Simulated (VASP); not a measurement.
Data:

```
LiF
1.0
    0.00000     1.95787     1.95787
    1.95787     0.00000     1.95787
    1.95787     1.95787     0.00000
Li F
1 1
Cartesian
  0.00000   0.00000   0.00000
  1.95787   1.95787   1.95787
```

Computed with TPSS meta-GGA, VASP's PBE PAW potentials (set 64) (plane waves; VASP). Numerical set-up: 520 eV cut-off, 11×11×11 Γ-centred mesh, Gaussian smearing of 0.050 eV, potentials Li_sv F.

Task: Give the stress tensor in GPa (positive for a compressed cell).

Result: 
```
5.65  0.00  0.00
0.00  5.65  0.00
0.00  0.00  5.65
```
The pressure is its mean diagonal, 5.65 GPa.

The compound is LiF in the rock salt structure. This cell is one point of a volume scan, at 0.94 of the reference volume.
